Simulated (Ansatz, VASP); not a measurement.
# Cross-check of SnTe between VASP and Ansatz

Wanted: the spread between two codes on one cell, functional and k mesh. Of the first pair: The structure shown is the end of the Ansatz relaxation below.

Program: Ansatz 0.2.0. Level of theory: plane waves, with VASP 6.6.1 beside it; single point at LDA and zone-centre phonons at LDA. Results are calculated unless marked as measured.

## (1) The starting structure

Symmetry: R-3m, No. 166, trigonal system. Conventional cell: a = 4.233 Å, b = 4.233 Å, c = 11.324 Å, α = 90.00°, β = 90.00°, γ = 120.00°. Nearest to Sn lie 6 Te at 3.09 Å. Nearest to Te lie 6 Sn at 3.09 Å. Farther neighbours and most contacts between anions are not listed.

## (2) Ansatz: relaxation, LDA

Ansatz runs on its PAW soft_1 files.

This run makes the geometry at which the two programs are then compared.

Contents of input.yaml:

```yaml
crystal:
  lattice:
    - [0.1527412336, 3.1458726524, 3.1458726524]
    - [3.1458726524, 0.1527412336, 3.1458726524]
    - [3.1458726524, 3.1458726524, 0.1527412336]
  atoms:
    - { symbol: Sn, position: [0.0, 0.0, 0.0] }
    - { symbol: Te, position: [0.5, 0.5, 0.5] }
  conventional_axes: [[-1, 1, 0], [0, -1, 1], [1, 1, 1]]
kpoints:
  mp_grid: { grid: [12, 12, 12] }
hamiltonian:
  xc: lda
  pseudopotentials: { kind: paw, azcp: { folder: soft_1 }, xc_functional: pbe }
scf:
  occupations: { method: gaussian, width: 0.01 }
output:
  forces: true
  stress: true
  eigenvalues: true
relax:
  adjacent_minimum: "off"
  f_tol: 0.001
  max_steps: 60
  cell: { stress_tol: 0.01, fix: [a, b, gamma] }
```

Started as:

```bash
ansatz run input.yaml --threads 4 --pin off --max-ram 10240MiB --backend cpu --events-out ev --progress --plain --runs-dir out
```

Numbers of over 12 decimals in the logs are rounded to 6 here.

Output:

```text
Engine: ansatz 0.2.0, aarch64-unknown-linux-gnu
Pseudopotentials: kind: paw
Pseudopotential: Sn, paw, valence charge 14, recommended cutoff 420 eV (normal), soft_1/Sn.paw.azcp
Pseudopotential: Te, paw, valence charge 16, recommended cutoff 420 eV (normal), soft_1/Te.paw.azcp
Functional definition: SPW92
  exchange = slater_x
  correlation = pw_c
Crystal: 2 atoms, lattice volume = 57.735 Å³
Basis set: ecut = 420 eV, 1141 PW (Γ)
Bands: 19, of which v1, the nominal top of the filled ones, is band 15 counted from 1 (14 counted from 0)
Symmetry: 12 space group operations
Space group: R-3m (ITA 166), of the structure as read, at distance tolerance 3.9e-5 Å
k-points: 189 of 1728
Non-local potential: Sn, projectors of the file, l = 0: 2, l = 1: 2, l = 2: 2, l = 3: 1
Non-local potential: Te, projectors of the file, l = 0: 2, l = 1: 2, l = 2: 2, l = 3: 1
PAW form: soft (Blöchl's): semilocal exchange-correlation on the pseudo side does not see the compensation charge
PAW frozen core: Sn, regenerated for the run's functional, and the local potential with it (the file was generated under x = pbe(κ = 0.804, μ = 0.219515), c = pbe(β = 0.066725))
PAW frozen core: Te, regenerated for the run's functional, and the local potential with it (the file was generated under x = pbe(κ = 0.804, μ = 0.219515), c = pbe(β = 0.066725))
PAW one-centre angular grid: Sn, 590 points (default); XC on 64 Gauss nodes
PAW one-centre angular grid: Te, 590 points (default); XC on 64 Gauss nodes
Initial density: superposition of atomic densities (chi_scale 0.1, normalization cell, long waves kept (reshape's long-wave potential 0.00 eV rms))
Initial wavefunctions: pseudopotential atomic-orbital guess
Functional: x = slater, c = lda
SCF iter   1: F=—  HF=-12707.377723 eV  |F-HF|=—  |Δ(HF+E_count)|=         —  Δρ=1.11e-2  dr2=6.89e-2  ethr=3.10e-3  ⟨swp⟩=7.5  Hψ=21851  notcnv=0
preconditioner: auto → none  [insulator: Δε(μ)=0.027 eV  Ē_g=17.039 eV  σ=0.010 eV  W_gap=0.82  n_scr=14 (ndim 8)  ℏωp=21.9 eV  f_vac=0.000  D(μ)=0.75/eV (n_scr^D=0)  ε∞_Penn≈2.6]
SCF iter   2: F=—  HF=-12707.366710 eV  |F-HF|=—  |Δ(HF+E_count)|=   1.10e-2  Δρ=5.20e-3  dr2=1.62e-2  ethr=2.30e-4  ⟨swp⟩=2.1  Hψ=5994  notcnv=0  defer=3
SCF iter   3: F=—  HF=-12707.365395 eV  |F-HF|=—  |Δ(HF+E_count)|=   1.31e-3  Δρ=4.34e-4  dr2=1.03e-4  ethr=5.41e-5  ⟨swp⟩=2.4  Hψ=4976  notcnv=0  defer=3
SCF iter   4: F=—  HF=-12707.365425 eV  |F-HF|=—  |Δ(HF+E_count)|=   3.00e-5  Δρ=1.42e-4  dr2=5.48e-6  ethr=3.45e-7  ⟨swp⟩=2.2  Hψ=6632  notcnv=0  defer=3
SCF iter   5: F=—  HF=-12707.365425 eV  |F-HF|=—  |Δ(HF+E_count)|=   6.03e-7  Δρ=3.90e-5  dr2=8.33e-7  ethr=1.83e-8  ⟨swp⟩=2.1  Hψ=5386  notcnv=0  defer=3
SCF iter   6: F=-12707.365424 eV  HF=-12707.365424 eV  |F-HF|=9.08e-9  |Δ(HF+E_count)|=   5.11e-7  Δρ=5.99e-6  dr2=1.24e-8  ethr=3.33e-10  ⟨swp⟩=4.9  Hψ=18797  notcnv=0
SCF 1 converged in 6 iterations: F = -12707.365424 eV  dr2 = 1.24e-8
  greatest PAW one-centre occupation: 0.999 electrons in one spin orbital (limit 2), on the Te atom at site 1 (counted from 0), in its partial waves of l = 2
relax step   1: F+E_penalty+E_count = -12707.36542405 eV  Δ(F+E_penalty+E_count) = +0.000e0 eV  max|allowed force component| = 2.524e-29 eV/Å  Δτ_max = 0.0000 Å  P = +2.477 GPa  Ω = 57.735 Å³  fix = [a, b, gamma]  reactions: a +3.163, b +3.163 GPa  (6 SCF iters, dr2 threshold 1.00e-7 eV, accepted)
[...]
relax step   3: F+E_penalty+E_count = -12707.36805976 eV  Δ(F+E_penalty+E_count) = -2.240e-5 eV  max|allowed force component| = 7.468e-29 eV/Å  Δτ_max = 0.0000 Å  P = +1.525 GPa  Ω = 58.562 Å³  energy of the carried Pulay correction = -1.447e-4 eV  fix = [a, b, gamma]  reactions: a +2.280, b +2.280 GPa  (6 SCF iters, dr2 threshold 1.58e-8 eV, accepted)
[...]
relax step   4: F+E_penalty+E_count = -12707.36805862 eV  Δ(F+E_penalty+E_count) = +1.138e-6 eV  max|allowed force component| = 1.104e-29 eV/Å  Δτ_max = 0.0000 Å  P = +1.516 GPa  Ω = 58.571 Å³  energy of the carried Pulay correction = -1.463e-4 eV  fix = [a, b, gamma]  reactions: a +2.273, b +2.273 GPa  (7 SCF iters, dr2 threshold 5.64e-10 eV, accepted)
[...]
relax step   5: F+E_penalty+E_count = -12707.36820865 eV  Δ(F+E_penalty+E_count) = -1.500e-4 eV  max|allowed force component| = 4.207e-30 eV/Å  Δτ_max = 0.0000 Å  P = +1.516 GPa  Ω = 58.571 Å³  fix = [a, b, gamma]  reactions: a +2.273, b +2.273 GPa  stress off target by 6.43e-4 GPa on what of the cell is left free  SCF on the basis re-selected at this cell (its energy is not comparable with the rows above)  (9 SCF iters)
basis re-selected at this cell: Δ(F+E_penalty+E_count) = -1.500e-4 eV, ΔP = +0.000 GPa vs the last step (what re-selecting the basis moved, of the pressure what is left beyond the Pulay correction that the steps carried, after the strain that the cell walked since its last selection, with what the two solves' SCF thresholds leave and, on support functions, any second-order correction that the steps lacked; it is no measure of the basis error at this ecutwfc). The dense FFT grid was sized anew with the basis: this SCF ran on 32×32×32 points, the steps before it on 30×30×30, so part of this shift can come from that change (see relax.cell in the input reference). [rest of the remark cut]
SCF converged after 9 iterations
Free energy (F): -12707.368209 eV
Harris-Foulkes:  -12707.368209 eV  (|F-HF|=3.64e-12)
Internal energy: -12707.368185 eV  (E = F + TS)
E sigma→0 (E₀):  -12707.368197 eV
Entropy (-TS):   -0.000023 eV (-0.012 meV/atom)
Fermi energy:    10.213801 eV
--- Per-component energies (eV) ---
  E_band       = -334.534513
  E_kinetic    = 342.805618
  E_local      = -2587.082754  (includes V_loc(G=0)·N_el)
  E_nonlocal   = 221.512292
  E_hartree    = 1297.797373
  E_xc         = -248.099953
  E_vxc        = -184.974143  (∫ρ·V_xc dr)
  E_paw        = -8743.172437  (= ΣΔE_a)
  E_vpaw       = -722.390616  (= ΣTr[D̂ρ^β])
  E_aug_tail   = 0.000343  (compensation charges beyond the density's cutoff)
  E_ewald      = -2992.232201
  E_core_change = 1.103533  (= ΣΔE_core)
  E_smearing   = -0.000023  (= −TS)
  E_closure    = -0.000000  (closes the sum)
  Σ components = -12707.368209   (vs F -12707.368209, Δ=0.00e0)
--- Forces (eV/Å), atoms counted from 1 ---
  atom   1  Sn     0.00000000     0.00000000     0.00000000
  atom   2  Te     0.00000000    -0.00000000     0.00000000
  max |Σ_I F_I| component: 1.26e-29 eV/Å
--- Stress (GPa, compression-positive) ---
        1.515681      -0.757519      -0.757519
       -0.757519       1.515681      -0.757519
       -0.757519      -0.757519       1.515681
  P = ⅓ Tr σ = 1.5157 GPa (15.157 kbar)
--- Band table (eV; the first three rows and the last of 189) ---
  k-point 0: bands = [... 11 lower, 5.7242, 7.4886, 8.4327, 8.4327, 13.7850, 13.7850, 14.0431, 14.5249]
  k-point 1: bands = [... 11 lower, 5.3557, 7.5701, 8.4279, 8.6011, 13.3713, 13.4289, 13.6522, 14.7431]
  k-point 2: bands = [... 11 lower, 4.5467, 7.6807, 8.4222, 8.9728, 12.5191, 12.6991, 12.9000, 15.0892]
  k-point 188: bands = [... 11 lower, 1.3733, 8.8222, 8.8222, 10.8301, 11.1059, 11.1059, 11.1442, 17.9352]
--- Relaxed structure (4 steps of the walk, 4 accepted, 1 SCFs on fresh bases) ---
  F+E_penalty+E_count = -12707.36820865 eV   max|allowed force component| = 4.207e-30 eV/Å   (the final SCF, on the basis selected at the relaxed cell)
  cell:  # Å, volume = 58.5710 Å³
    - [0.183843, 3.176975, 3.176975]
    - [3.176975, 0.183843, 3.176975]
    - [3.176975, 3.176975, 0.183843]
  atoms:
    - { symbol: Sn, position: [0, 0, 0] }
    - { symbol: Te, position: [0.5, 0.5, 0.5] }
```

In the SCF lines HF is the Harris–Foulkes energy and dr2 the Hartree energy of the density residual, in eV; the loop may stop once dr2 is under the threshold and the program's other checks hold. Hψ counts applications of the Hamiltonian.

## (3) VASP: single point, LDA

The same cell, functional (in two slightly different forms), mesh and smearing now go to VASP, with its own data sets.

Lines of VASP's logs that name or quote its potential files are left out, and so is its time.

Contents of INCAR:

```
SYSTEM = SnTe
PREC = Accurate
ENCUT = 500
EDIFF = 1E-06
NELM = 120
ISMEAR = 0
SIGMA = 0.01
LREAL = .FALSE.
ALGO = Normal
GGA = PW92
NBANDS = 16
LORBIT = 11
LWAVE = .FALSE.
LCHARG = .FALSE.
ISIF = 2
LASPH = .TRUE.
GGA_COMPAT = .FALSE.
KPAR = 2
```

Contents of POSCAR:

```
SnTe
1.0
    0.1838432251      3.1769746439      3.1769746439
    3.1769746439      0.1838432251      3.1769746439
    3.1769746439      3.1769746439      0.1838432251
Sn Te
1 1
Direct
    0.0000000000      0.0000000000      0.0000000000
    0.5000000000      0.5000000000      0.5000000000
```

Contents of KPOINTS:

```
Automatic mesh
0
Gamma
12 12 12
0 0 0
```

PAW data sets: Sn_d and Te (LDA family, release 64).

Started as:

```bash
mpirun -np 2 vasp_std
```

Output:

```text
[banner, memory and clock lines left out]
running    2 mpi-ranks, on    1 nodes
 distrk:  each k-point on    1 cores,    2 groups
 distr:  one band on    1 cores,    1 groups

 POSCAR found type information on POSCAR SnTe
 POSCAR found :  2 types and       2 ions
|                                                                             |
|               ----> ADVICE to this user running VASP <----                  |
|                                                                             |
|     You enforced a specific xc type in the INCAR file but a different       |
|     [... a line on the potential file left out ...]
|     I HOPE YOU KNOW WHAT YOU ARE DOING!                                     |
|                                                                             |

 LDA part: xc-table for (Slater(with rela. corr.)+PW92), standard interpolation
 POSCAR, INCAR and KPOINTS ok, starting setup
 FFT: planning ... GRIDC
 FFT: planning ... GRID_SOFT
 FFT: planning ... GRID
 WAVECAR not read
 entering main loop
       N       E                     dE             d eps       ncg     rms          rms(c)
DAV:   1     0.123739915068E+03    0.12374E+03   -0.94808E+03  6112   0.143E+03
DAV:   2     0.157728772608E+01   -0.12216E+03   -0.11958E+03  6648   0.355E+02
DAV:   3    -0.855143170031E+01   -0.10129E+02   -0.10066E+02  7712   0.886E+01
DAV:   4    -0.882181571909E+01   -0.27038E+00   -0.27034E+00  7336   0.158E+01
DAV:   5    -0.883384605530E+01   -0.12030E-01   -0.12030E-01  9016   0.307E+00    0.541E+00
DAV:   6    -0.878689126907E+01    0.46955E-01   -0.94645E-02  8712   0.229E+00    0.342E+00
DAV:   7    -0.878225421654E+01    0.46371E-02   -0.35720E-02  8184   0.108E+00    0.592E-01
DAV:   8    -0.878130736949E+01    0.94685E-03   -0.57103E-03  7720   0.626E-01    0.151E-01
DAV:   9    -0.878133684390E+01   -0.29474E-04   -0.35493E-04  7776   0.145E-01    0.614E-02
DAV:  10    -0.878133440762E+01    0.24363E-05   -0.15948E-05  7952   0.335E-02    0.281E-02
DAV:  11    -0.878133463429E+01   -0.22667E-06   -0.29843E-06  7752   0.198E-02
   1 F= -.87813346E+01 E0= -.87813193E+01  d E =-.306284E-04
```

OUTCAR, selected parts (step 3):

```text
ion  position               nearest neighbor table
   1  0.000  0.000  0.000-   2 3.09   2 3.09   2 3.09   2 3.09   2 3.09   2 3.09
   2  0.500  0.500  0.500-   1 3.09   1 3.09   1 3.09   1 3.09   1 3.09   1 3.09

  LATTYP: Found a trigonal (rhomboedric) cell.
 ALAT       =     4.4966803430
 COS(alpha) =     0.5569349025

 Subroutine GETGRP returns: Found 12 space group operations
 (whereof 12 operations were pure point group operations)

The static configuration has the point symmetry D_3d.

 Found    189 irreducible k-points:

   k-points           NKPTS =    189   k-points in BZ     NKDIM =    189   number of bands    NBANDS=     16

   dimension x,y,z NGX =    36 NGY =   36 NGZ =   36
   dimension x,y,z NGXF=    72 NGYF=   72 NGZF=   72

   ENCUT  =  500.0 eV  36.75 Ry    6.06 a.u.   8.20  8.20  8.20*2*pi/ulx,y,z

   NELECT =      20.0000    total number of electrons

 k-points in reciprocal lattice and weights: Automatic mesh
   0.00000000  0.00000000  0.00000000       0.001
   0.08333333  0.00000000  0.00000000       0.003
   0.16666667 -0.00000000 -0.00000000       0.003
   0.25000000  0.00000000  0.00000000       0.003
   0.33333333 -0.00000000 -0.00000000       0.003
   0.41666667 -0.00000000 -0.00000000       0.003
   0.50000000  0.00000000  0.00000000       0.002
   0.08333333  0.08333333  0.00000000       0.003
   0.16666667  0.08333333  0.00000000       0.007
[...]
-0.41666667  0.50000000  0.41666667       0.003
   0.50000000  0.50000000  0.50000000       0.001

 average (electrostatic) potential at core
       1 -99.6160       2 -88.0388

 E-fermi :   7.4267

 k-point     1 :       0.0000    0.0000    0.0000
  band No.  band energies     occupation
    ...
      6      -5.7179      2.00000
      7       2.9820      2.00000
      8       4.6837      2.00000
      9       5.6290      2.00000
     10       5.6290      2.00000
     11      10.9829      0.00000
     12      10.9829      0.00000
     13      11.2412      0.00000
     14      11.6770      0.00000
     15      12.6672      0.00000
    ...

 k-point     2 :       0.0833    0.0000    0.0000
  band No.  band energies     occupation
    ...
      6      -5.6504      2.00000
      7       2.6046      2.00000
      8       4.7665      2.00000
      9       5.6242      2.00000
     10       5.8037      2.00000
     11      10.5672      0.00000
     12      10.6222      0.00000
     13      10.8461      0.00000
     14      11.8952      0.00000
     15      12.4344      0.00000
    ...

 k-point     3 :       0.1667   -0.0000   -0.0000
  band No.  band energies     occupation
    ...
      6      -5.4520      2.00000
      7       1.7839      2.00000
      8       4.8764      2.00000
      9       5.6183      2.00000
     10       6.1842      2.00000
     11       9.7137      0.00000
     12       9.8884      0.00000
     13      10.0941      0.00000
     14      12.2459      0.00000
     15      12.4848      0.00000
    ...

  Total        0.5613958      0.5613958      0.5613958     -0.2754057     -0.2754057     -0.2754057
  in kB       15.3566694     15.3566694     15.3566694     -7.5335706     -7.5335706     -7.5335706
  external PRESSURE =      15.3566694 kB  Pullay stress =       0.0000000 kB

  energy-cutoff  :      500.00
  volume of cell :       58.57
      direct lattice vectors                 reciprocal lattice vectors
     0.183843225  3.176974644  3.176974644    -0.171746564  0.162351696  0.162351696
     3.176974644  0.183843225  3.176974644     0.162351696 -0.171746564  0.162351696
     3.176974644  3.176974644  0.183843225     0.162351696  0.162351696 -0.171746564

 POSITION                                       TOTAL-FORCE (eV/Angst)
 -----------------------------------------------------------------------------------
      0.00000      0.00000      0.00000        -0.000000      0.000000     -0.000000
      3.26890      3.26890      3.26890         0.000000     -0.000000      0.000000
 -----------------------------------------------------------------------------------
    total drift:                               -0.000000      0.000000      0.000000

  FREE ENERGIE OF THE ION-ELECTRON SYSTEM (eV)
  ---------------------------------------------------
  free  energy   TOTEN  =        -8.7813346343 eV

  energy  without entropy=       -8.7813040059  energy(sigma->0) =       -8.78131932

 total charge
# of ion       s       p       d       tot
------------------------------------------
    1        1.364   0.812   9.993  12.168
    2        1.393   1.979   0.040   3.412
--------------------------------------------------
tot          2.757   2.791  10.033  15.580

[... 3 further parts left out ...]
```

The run ends at a pressure of 1.54 GPa.

## (4) Comparison

Known differences besides the potentials themselves: the data sets hold 30 valence electrons in Ansatz (on its PAW soft_1 files) and 20 in VASP; the cutoff is 420 eV in Ansatz and 500 eV in VASP; VASP's log shows a relativistic correction to its local exchange, Ansatz's none; Ansatz's pressure holds a Pulay correction, VASP's none. Total energies have different zeros and are not compared.

Compared:

```
      quantity  Ansatz  VASP  difference
pressure (GPa)    1.52  1.54       -0.02
```

## (5) Ansatz: zone-centre phonons, LDA, pair 2

Second derivatives magnify differences that forces hide, and they need a tight electronic threshold. The cell compared in this pair holds 60.62 Å³, against 58.57 Å³ for the pair before.

The cell is taken from a series of runs on this material, whose earlier steps may have relaxed, scaled, displaced or heated it; both programs get it as it stands.

input.yaml, the sections that differ from step 2:

```yaml
crystal:
  lattice:
    - [0.0, 3.117845228, 3.117845228]
    - [3.117845228, 0.0, 3.117845228]
    - [3.117845228, 3.117845228, 0.0]
  atoms:
    - { symbol: Sn, position: [0.0, 0.0, 0.0] }
    - { symbol: Te, position: [0.5, 0.5, 0.5] }
output:
  eigenvalues: true
phonons:
  method: dfpt
# kpoints, hamiltonian, scf: as in step 2
# relax: removed
```

Started as:

```bash
ansatz run input.yaml --threads 4 --pin off --max-ram 10240MiB --backend cpu --events-out ev --progress --plain --runs-dir out
```

Output:

```text
[...]
Crystal: 2 atoms, lattice volume = 60.617 Å³
Basis set: ecut = 420 eV, 1243 PW (Γ), exchange–correlation on 60×60×60 points (8 copies of the dense FFT grid, shifted against one another)
Bands: 19, of which v1, the nominal top of the filled ones, is band 15 counted from 1 (14 counted from 0)
Symmetry: 48 space group operations
k-points: 163 of 1728 (irreducible under 8 space group operations, time reversal used)
[...]
k mesh reduced under 8 symmetry operations, with k and −k counted as one. Each operation leaves every solved perturbation unchanged. A smaller set is not used because it would not reduce the number of displacements times k-points to solve
  ASR residual: 8.245e-5 → 0.000e0 eV/Å²; symmetrization residual: 1.134e-5 eV/Å²
  ASR residual per site (eV/Å²): 8.25e-5 2.47e-5
  Γ frequencies (cm⁻¹): 0.00 0.00 0.00 28.68 28.68 28.68
  non-analytic LO–TO correction: not included (Born effective charges unavailable; polar crystals: no LO–TO splitting at Γ)
[key lines of the parts left out:]
SCF converged after 8 iterations
Free energy (F): -12707.410451 eV
Fermi energy:    9.876847 eV
```

[end of part 1 of 2]

[Lines on the potential files, build, host, timing and source positions are cut from VASP's logs without a mark.]

[Logs are printed without paths, hosts, clocks, repeated set-up lines and the standing remarks that a program may print on its own settings, such as how far it seeks lower states.]

[Hosts, paths, dates, database ids (printed as entryN), source tags and the programs' standing remarks are cut or masked in the printed files.]
